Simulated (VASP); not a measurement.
Output of a VASP run:

OSZICAR:
```
       N       E                     dE             d eps       ncg     rms          rms(c)
DAV:   1     0.122448914043E+03    0.12245E+03   -0.73662E+03  2216   0.828E+02
DAV:   2    -0.880098846412E+01   -0.13125E+03   -0.12634E+03  1996   0.301E+02
DAV:   3    -0.152920064657E+02   -0.64910E+01   -0.63571E+01  2324   0.662E+01
DAV:   4    -0.153954949791E+02   -0.10349E+00   -0.10329E+00  2076   0.778E+00
DAV:   5    -0.153964515947E+02   -0.95662E-03   -0.95647E-03  2124   0.809E-01    0.140E+01
DAV:   6    -0.146583574916E+02    0.73809E+00   -0.19845E+01  2120   0.447E+01    0.134E+01
DAV:   7    -0.134114774034E+02    0.12469E+01   -0.72318E+00  1964   0.329E+01    0.351E+00
DAV:   8    -0.134116513432E+02   -0.17394E-03   -0.48534E-01  1920   0.555E+00    0.122E+00
DAV:   9    -0.134238744103E+02   -0.12223E-01   -0.95026E-02  2000   0.214E+00    0.816E-01
DAV:  10    -0.134182263286E+02    0.56481E-02   -0.53255E-02  1884   0.199E+00    0.322E-01
DAV:  11    -0.134200444037E+02   -0.18181E-02   -0.32301E-02  1900   0.115E+00    0.176E-01
DAV:  12    -0.134202691174E+02   -0.22471E-03   -0.38362E-02  1872   0.116E+00    0.129E-01
DAV:  13    -0.134192935387E+02    0.97558E-03   -0.25855E-02  1864   0.927E-01    0.677E-02
DAV:  14    -0.134194564031E+02   -0.16286E-03   -0.16890E-02  1860   0.741E-01    0.747E-02
DAV:  15    -0.134190780087E+02    0.37839E-03   -0.55285E-03  1884   0.432E-01    0.443E-02
DAV:  16    -0.134188275424E+02    0.25047E-03   -0.61852E-03  1880   0.448E-01    0.300E-02
DAV:  17    -0.134187167302E+02    0.11081E-03   -0.17381E-03  1852   0.253E-01    0.119E-02
DAV:  18    -0.134187478326E+02   -0.31102E-04   -0.15105E-03  1860   0.218E-01    0.170E-02
DAV:  19    -0.134186911651E+02    0.56668E-04   -0.88891E-04  1844   0.161E-01    0.103E-02
DAV:  20    -0.134186896997E+02    0.14653E-05   -0.39056E-04  1700   0.114E-01    0.661E-03
DAV:  21    -0.134187082951E+02   -0.18595E-04   -0.67577E-04  1820   0.151E-01    0.924E-03
DAV:  22    -0.134186810280E+02    0.27267E-04   -0.32914E-04  1588   0.995E-02    0.534E-03
DAV:  23    -0.134186827511E+02   -0.17231E-05   -0.21655E-04  1600   0.812E-02    0.451E-03
DAV:  24    -0.134186750218E+02    0.77293E-05   -0.11727E-04  1596   0.602E-02    0.247E-03
DAV:  25    -0.134186737817E+02    0.12400E-05   -0.37901E-05  1584   0.386E-02    0.160E-03
DAV:  26    -0.134186729938E+02    0.78797E-06   -0.11116E-05  1632   0.212E-02    0.971E-04
DAV:  27    -0.134186730063E+02   -0.12476E-07   -0.63861E-06  1592   0.151E-02
   1 F= -.13418673E+02 E0= -.13384935E+02  d E =-.674757E-01  mag=     0.0000    -0.0000     1.9981
```

**OUTCAR**
```
------------------------ aborting loop because EDIFF is reached ----------------------------------------
  FORCE on cell =-STRESS in cart. coord.  units (eV):
  Direction    XX          YY          ZZ          XY          YZ          ZX
  --------------------------------------------------------------------------------------
  Total       -0.9445342     -0.9445342     -0.9442298     -0.0000000      0.0000000      0.0000000
  in kB      -31.4804806    -31.4804806    -31.4703359     -0.0000004      0.0000000      0.0000000
  external PRESSURE =     -31.4770990 kB  Pullay stress =       0.0000000 kB
  volume of cell :       48.07
      direct lattice vectors                 reciprocal lattice vectors
     0.000000000  2.885929000  2.885929000    -0.173254436  0.173254436  0.173254436
     2.885929000  0.000000000  2.885929000     0.173254436 -0.173254436  0.173254436
     2.885929000  2.885929000  0.000000000     0.173254436  0.173254436 -0.173254436
 POSITION                                       TOTAL-FORCE (eV/Angst)
 -----------------------------------------------------------------------------------
      1.44296      1.44296      1.44296        -0.000000     -0.000000     -0.000000
      0.00000      0.00000      0.00000         0.000000      0.000000      0.000000
 -----------------------------------------------------------------------------------
    total drift:                                0.000001      0.000001      0.000001
  FREE ENERGIE OF THE ION-ELECTRON SYSTEM (eV)
  ---------------------------------------------------
  free  energy   TOTEN  =       -13.4186730063 eV

  energy  without entropy=      -13.3511973000  energy(sigma->0) =      -13.38493515

 total charge

# of ion       s       p       d       tot
------------------------------------------
    1        1.213   1.625   0.030   2.868
    2        2.235   6.116   3.031  11.382
--------------------------------------------------
tot          3.448   7.741   3.061  14.250

 magnetization (x)

# of ion       s       p       d       tot
------------------------------------------
    1        0.000   0.000   0.000   0.000
    2        0.000   0.000   0.000   0.000
--------------------------------------------------
tot          0.000   0.000   0.000   0.000

 magnetization (y)

# of ion       s       p       d       tot
------------------------------------------
    1        0.000   0.000   0.000   0.000
    2        0.000   0.000   0.000   0.000
--------------------------------------------------
tot          0.000   0.000   0.000   0.000

 magnetization (z)

# of ion       s       p       d       tot
------------------------------------------
    1       -0.017  -0.165   0.022  -0.160
    2        0.022   0.003   1.942   1.967
--------------------------------------------------
tot          0.006  -0.162   1.963   1.807

 Ion:    1  E_soc:     -0.0249931

 Ion:    2  E_soc:     -0.0184346
```
(Selected blocks of OUTCAR.)

**POSCAR**
```
VAs
1
    0.0000000000     2.8859290000     2.8859290000
    2.8859290000     0.0000000000     2.8859290000
    2.8859290000     2.8859290000     0.0000000000
As V
1 1
Direct
  0.2500000000   0.2500000000   0.2500000000
  0.0000000000   0.0000000000   0.0000000000
```

Task: Write an INCAR and KPOINTS that could have produced this output.

Result: Several could match; the one computed here: the input of the run itself, PBE GGA with spin-orbit coupling, plane waves, VASP's PBE PAW potentials (set 64).

### KPOINTS
```
K-points
0
gamma
 5 5 5
0 0 0
```

### INCAR
```
SYSTEM=VAs
PREC=Accurate; ENCUT=300; LREAL=.FALSE.
LASPH=.TRUE.
EDIFF=1E-6; NELM=100; ALGO=Normal
LMAXMIX=4
ISMEAR=0; SIGMA=0.272
GGA=PE; GGA_COMPAT=.FALSE.
MAGMOM=0.0 0.0 0.0 0.0 0.0 2.0
LSORBIT=.TRUE.; LNONCOLLINEAR=.TRUE.
ISIF=2
LWAVE=.FALSE.; LCHARG=.FALSE.; LORBIT=11
```

POTCAR, in this order: As V_sv (PBE.64 set). Program: vasp_ncl.

At this cut-off the stress carries a Pulay error, which pulls relaxed volumes low.

The structure was generated: VAs was put into an ordered model structure, which need not be its known phase. The cell was not relaxed at this level. The run is one of a series of settings (GGA_COMPAT = .FALSE., ISPIN removed, LNONCOLLINEAR = .TRUE., LSORBIT = .TRUE., MAGMOM = 0.0 0.0 0.0 0.0 0.0 2.0, program vasp_ncl against the base run), some of them coarse on purpose.
